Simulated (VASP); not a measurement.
Computed with PBE GGA, VASP's PBE PAW potentials (set 64) (plane waves; VASP).

Input for VASP

### POSCAR
```
BN
1
    1.2564379813    -2.1762148131    -0.0000000000
    1.2564379813     2.1762148131    -0.0000000000
    0.0000000000    -0.0000000000     7.6483295463
B N
2 2
Direct
  0.3333330000   0.6666670000   0.2500000000
  0.6666670000   0.3333330000   0.7500000000
  0.6666670000   0.3333330000   0.2500000000
  0.3333330000   0.6666670000   0.7500000000
```

### INCAR
```
GGA = PE   # PBE
SIGMA = 0.05   # width (eV)
NSW = 40   # most ionic steps
LCHARG = F
LASPH = T
EDIFFG = -0.01   # ionic stop
SYSTEM = BN
NELM = 100   # most electronic steps
ISMEAR = 0
IBRION = 2   # conjugate gradients
ALGO = Normal
LWAVE = F
PREC = Accurate
EDIFF = 1E-7   # SCF stop (eV)
LREAL = F   # projection in real space or not
PSTRESS = 10   # kbar
ENCUT = 600
ISIF = 3
```

File KPOINTS:
```
Automatic mesh
0
Gamma
10 10 4
0 0 0
```

POTCAR, in this order: B N (PBE.64 set). Program: vasp_std.

The resulting files:

**OSZICAR**
```
...
       N       E                     dE             d eps       ncg     rms          rms(c)
DAV:   1    -0.352098156338E+02   -0.43935E-02   -0.35798E-02  1136   0.202E+00    0.261E-01
DAV:   2    -0.352085221900E+02    0.12934E-02   -0.32054E-03  1220   0.525E-01    0.779E-02
DAV:   3    -0.352084785139E+02    0.43676E-04   -0.34097E-04  1168   0.161E-01    0.271E-02
DAV:   4    -0.352084662798E+02    0.12234E-04   -0.22237E-05  1260   0.468E-02    0.144E-02
DAV:   5    -0.352084624243E+02    0.38556E-05   -0.52179E-06  1208   0.190E-02    0.590E-03
DAV:   6    -0.352084619135E+02    0.51079E-06   -0.78680E-07  1256   0.895E-03    0.852E-04
DAV:   7    -0.352084619207E+02   -0.71871E-08   -0.22088E-08   668   0.160E-03
   3 F= -.34948550E+02 E0= -.34948550E+02  d E =-.674052E-03
       N       E                     dE             d eps       ncg     rms          rms(c)
DAV:   1    -0.352096004586E+02   -0.11385E-02   -0.40450E-02  1020   0.178E+00    0.169E-01
DAV:   2    -0.352085895240E+02    0.10109E-02   -0.14678E-03  1068   0.366E-01    0.714E-02
DAV:   3    -0.352083564004E+02    0.23312E-03   -0.50758E-04  1236   0.183E-01    0.270E-02
DAV:   4    -0.352083288799E+02    0.27520E-04   -0.69957E-05  1312   0.772E-02    0.102E-02
DAV:   5    -0.352083253132E+02    0.35667E-05   -0.18247E-05  1248   0.365E-02    0.570E-03
DAV:   6    -0.352083255543E+02   -0.24108E-06   -0.14565E-06  1160   0.130E-02    0.814E-04
DAV:   7    -0.352083256085E+02   -0.54275E-07   -0.70267E-08   864   0.272E-03
   4 F= -.34949108E+02 E0= -.34949108E+02  d E =-.558403E-03
       N       E                     dE             d eps       ncg     rms          rms(c)
DAV:   1    -0.352193886141E+02   -0.11063E-01   -0.36796E-01  1024   0.537E+00    0.511E-01
DAV:   2    -0.352102205853E+02    0.91680E-02   -0.13421E-02  1068   0.110E+00    0.216E-01
DAV:   3    -0.352081223392E+02    0.20982E-02   -0.45644E-03  1236   0.552E-01    0.813E-02
DAV:   4    -0.352078735364E+02    0.24880E-03   -0.62821E-04  1300   0.232E-01    0.305E-02
DAV:   5    -0.352078420565E+02    0.31480E-04   -0.16097E-04  1244   0.109E-01    0.172E-02
DAV:   6    -0.352078433302E+02   -0.12737E-05   -0.12947E-05  1156   0.388E-02    0.252E-03
DAV:   7    -0.352078437374E+02   -0.40721E-06   -0.74154E-07  1200   0.822E-03    0.102E-03
DAV:   8    -0.352078438708E+02   -0.13345E-06   -0.12100E-07  1060   0.315E-03    0.760E-04
DAV:   9    -0.352078438568E+02    0.14046E-07   -0.15210E-08   676   0.129E-03
   5 F= -.34950710E+02 E0= -.34950710E+02  d E =-.216090E-02
       N       E                     dE             d eps       ncg     rms          rms(c)
DAV:   1    -0.352533329241E+02   -0.45489E-01   -0.15069E+00  1024   0.109E+01    0.104E+00
DAV:   2    -0.352160679104E+02    0.37265E-01   -0.55304E-02  1076   0.223E+00    0.436E-01
DAV:   3    -0.352076132566E+02    0.84547E-02   -0.18328E-02  1232   0.111E+00    0.164E-01
DAV:   4    -0.352066056444E+02    0.10076E-02   -0.25078E-03  1292   0.464E-01    0.610E-02
DAV:   5    -0.352064862639E+02    0.11938E-03   -0.62372E-04  1232   0.215E-01    0.346E-02
DAV:   6    -0.352064895900E+02   -0.33261E-05   -0.50889E-05  1156   0.766E-02    0.526E-03
DAV:   7    -0.352064911160E+02   -0.15260E-05   -0.29912E-06  1212   0.166E-02    0.194E-03
DAV:   8    -0.352064916134E+02   -0.49734E-06   -0.49605E-07  1160   0.630E-03    0.155E-03
DAV:   9    -0.352064915722E+02    0.41207E-07   -0.59796E-08   820   0.245E-03
   6 F= -.34953527E+02 E0= -.34953527E+02  d E =-.497760E-02
       N       E                     dE             d eps       ncg     rms          rms(c)
DAV:   1    -0.353944208353E+02   -0.18793E+00   -0.63254E+00  1016   0.225E+01    0.213E+00
DAV:   2    -0.352405581900E+02    0.15386E+00   -0.23484E-01  1080   0.458E+00    0.895E-01
DAV:   3    -0.352061841843E+02    0.34374E-01   -0.74067E-02  1224   0.227E+00    0.337E-01
DAV:   4    -0.352020452605E+02    0.41389E-02   -0.10011E-02  1284   0.929E-01    0.122E-01
DAV:   5    -0.352016139029E+02    0.43136E-03   -0.23514E-03  1216   0.423E-01    0.705E-02
DAV:   6    -0.352016170356E+02   -0.31326E-05   -0.19512E-04  1160   0.149E-01    0.115E-02
DAV:   7    -0.352016226427E+02   -0.56071E-05   -0.12091E-05  1192   0.336E-02    0.355E-03
DAV:   8    -0.352016243681E+02   -0.17254E-05   -0.19325E-06  1164   0.124E-02    0.300E-03
DAV:   9    -0.352016242501E+02    0.11795E-06   -0.18159E-07   868   0.442E-03    0.108E-03
DAV:  10    -0.352016242354E+02    0.14696E-07   -0.14525E-07   676   0.318E-03
   7 F= -.34957000E+02 E0= -.34957000E+02  d E =-.845012E-02
       N       E                     dE             d eps       ncg     rms          rms(c)
DAV:   1    -0.352408166035E+02   -0.39192E-01   -0.13923E+00  1016   0.105E+01    0.995E-01
DAV:   2    -0.352067687289E+02    0.34048E-01   -0.51404E-02  1084   0.217E+00    0.421E-01
DAV:   3    -0.351990842132E+02    0.76845E-02   -0.16622E-02  1220   0.108E+00    0.157E-01
DAV:   4    -0.351981805221E+02    0.90369E-03   -0.22173E-03  1296   0.439E-01    0.577E-02
DAV:   5    -0.351980807032E+02    0.99819E-04   -0.53290E-04  1216   0.201E-01    0.324E-02
DAV:   6    -0.351980823478E+02   -0.16446E-05   -0.43414E-05  1180   0.701E-02    0.492E-03
DAV:   7    -0.351980835383E+02   -0.11905E-05   -0.23192E-06  1196   0.148E-02    0.162E-03
DAV:   8    -0.351980839176E+02   -0.37928E-06   -0.41091E-07  1168   0.571E-03    0.133E-03
DAV:   9    -0.351980838881E+02    0.29452E-07   -0.37019E-08   784   0.201E-03
   8 F= -.34957283E+02 E0= -.34957283E+02  d E =-.873386E-02
       N       E                     dE             d eps       ncg     rms          rms(c)
DAV:   1    -0.352010894839E+02   -0.30056E-02   -0.68680E-02  1016   0.232E+00    0.221E-01
DAV:   2    -0.351993915961E+02    0.16979E-02   -0.25121E-03  1088   0.487E-01    0.935E-02
DAV:   3    -0.351990040303E+02    0.38757E-03   -0.84447E-04  1212   0.243E-01    0.348E-02
DAV:   4    -0.351989594863E+02    0.44544E-04   -0.11202E-04  1296   0.991E-02    0.130E-02
DAV:   5    -0.351989538958E+02    0.55905E-05   -0.27999E-05  1212   0.457E-02    0.711E-03
DAV:   6    -0.351989538678E+02    0.28019E-07   -0.22310E-06  1176   0.159E-02    0.995E-04
DAV:   7    -0.351989538996E+02   -0.31755E-07   -0.93946E-08   892   0.316E-03
   9 F= -.34957309E+02 E0= -.34957309E+02  d E =-.875936E-02
       N       E                     dE             d eps       ncg     rms          rms(c)
DAV:   1    -0.351999862949E+02   -0.10324E-02   -0.49307E-02  1160   0.238E+00    0.265E-01
DAV:   2    -0.351987567756E+02    0.12295E-02   -0.26243E-03  1236   0.502E-01    0.971E-02
DAV:   3    -0.351986689788E+02    0.87797E-04   -0.39891E-04  1220   0.170E-01    0.333E-02
DAV:   4    -0.351986456244E+02    0.23354E-04   -0.46145E-05  1272   0.644E-02    0.166E-02
DAV:   5    -0.351986397125E+02    0.59120E-05   -0.10538E-05  1284   0.279E-02    0.653E-03
DAV:   6    -0.351986392416E+02    0.47088E-06   -0.12342E-06  1224   0.109E-02    0.116E-03
DAV:   7    -0.351986392538E+02   -0.12223E-07   -0.45145E-08   672   0.216E-03
  10 F= -.34955389E+02 E0= -.34955389E+02  d E =0.191970E-02
       N       E                     dE             d eps       ncg     rms          rms(c)
DAV:   1    -0.352002194251E+02   -0.15802E-02   -0.43312E-02  1156   0.223E+00    0.248E-01
DAV:   2    -0.351991580621E+02    0.10614E-02   -0.22590E-03  1240   0.467E-01    0.914E-02
DAV:   3    -0.351990845515E+02    0.73511E-04   -0.35458E-04  1212   0.161E-01    0.313E-02
DAV:   4    -0.351990667146E+02    0.17837E-04   -0.40652E-05  1276   0.606E-02    0.156E-02
DAV:   5    -0.351990637247E+02    0.29899E-05   -0.92973E-06  1296   0.263E-02    0.619E-03
DAV:   6    -0.351990637627E+02   -0.37962E-07   -0.11148E-06  1212   0.104E-02    0.107E-03
DAV:   7    -0.351990637641E+02   -0.13715E-08   -0.39774E-08   684   0.203E-03
  11 F= -.34957317E+02 E0= -.34957317E+02  d E =-.839441E-05
```

OUTCAR:
```
------------------------ aborting loop because EDIFF is reached ----------------------------------------
  FORCE on cell =-STRESS in cart. coord.  units (eV):
  Direction    XX          YY          ZZ          XY          YZ          ZX
  --------------------------------------------------------------------------------------
  Total        0.2421043      0.2421044      0.2411845      0.0000000      0.0000000      0.0000000
  in kB       10.0148036     10.0148078      9.9767554      0.0000000      0.0000000      0.0000000
  external PRESSURE =       0.0021222 kB  Pullay stress =      10.0000000 kB
  volume of cell :       38.73
      direct lattice vectors                 reciprocal lattice vectors
     1.254796794 -2.173372262  0.000000000     0.398470894 -0.230057229  0.000000000
     1.254796794  2.173372262 -0.000000000     0.398470894  0.230057229  0.000000000
    -0.000000000 -0.000000000  7.101222575    -0.000000000  0.000000000  0.140820822
  FREE ENERGIE OF THE ION-ELECTRON SYSTEM (eV)
  ---------------------------------------------------
  free  energy   TOTEN  =       -35.1990637641 eV

  energy  without entropy=      -35.1990637641  energy(sigma->0) =      -35.19906376
  enthalpy is  TOTEN    =       -34.9573173400 eV   P V=        0.2417464240

 reached required accuracy - stopping structural energy minimisation
```
(Selected blocks of OUTCAR.)

File CONTCAR:
```
BN
   1.00000000000000
     1.2547967937820446   -2.1733722617717470    0.0000000000000000
     1.2547967937820446    2.1733722617717470   -0.0000000000000000
    -0.0000000000000000   -0.0000000000000000    7.1012225754949361
  B               N
     2     2
Direct
     0.3333330000000032    0.6666669999999968    0.2500000000000000
     0.6666669999999968    0.3333330000000032    0.7500000000000000
     0.6666669999999968    0.3333330000000032    0.2500000000000000
     0.3333330000000032    0.6666669999999968    0.7500000000000000
```

OUTCAR:
```
 val. band max:        1.7160291147   @ k =   0.3000   0.3000   0.0000

 cond. band min:       6.0920813730   @ k =   0.5000  -0.0000   0.0000


 Fermi energy:         1.9591108980

 k-point     1 :       0.0000    0.0000    0.0000
  band No.  band energies     occupation
      1     -15.9784      2.00000
      2     -15.8052      2.00000
      3      -4.1930      2.00000
      4      -2.6731      2.00000
      5       0.3869      2.00000
      6       0.3870      2.00000
      7       0.4054      2.00000
      8       0.4055      2.00000
      9       6.6282      0.00000
     10      11.2368      0.00000
     11      13.2401      0.00000
     12      13.2403      0.00000

 k-point     2 :       0.1000    0.0000    0.0000
  band No.  band energies     occupation
      1     -15.7852      2.00000
      2     -15.6161      2.00000
      3      -3.9275      2.00000
      4      -2.4291      2.00000
      5      -0.3977      2.00000
      6      -0.3857      2.00000
      7       0.0241      2.00000
      8       0.0460      2.00000
      9       6.9757      0.00000
     10      11.1995      0.00000
     11      12.9506      0.00000
     12      13.1973      0.00000

 k-point     3 :       0.2000    0.0000    0.0000
  band No.  band energies     occupation
      1     -15.2215      2.00000
      2     -15.0651      2.00000
      3      -3.1469      2.00000
      4      -2.2706      2.00000
      5      -2.2512      2.00000
      6      -1.7184      2.00000
      7      -0.7913      2.00000
      8      -0.7640      2.00000
      9       7.8791      0.00000
     10      10.8022      0.00000
     11      12.1201      0.00000
     12      12.4645      0.00000

 k-point     4 :       0.3000   -0.0000    0.0000
  band No.  band energies     occupation
      1     -14.3516      2.00000
      2     -14.2185      2.00000
      3      -4.4533      2.00000
      4      -4.4169      2.00000
      5      -1.9137      2.00000
      6      -1.6213      2.00000
...
```

Energy and stress use the plane-wave basis of the starting cell. Without a dispersion term in the relaxation, distances and binding between the weakly bound layers, chains or molecules are unreliable, and so is what depends on them.

The compound is BN in the hex structure. This run relaxes it under an external pressure of 1 GPa. Symmetry was kept, so distortions that lower it aren't found.
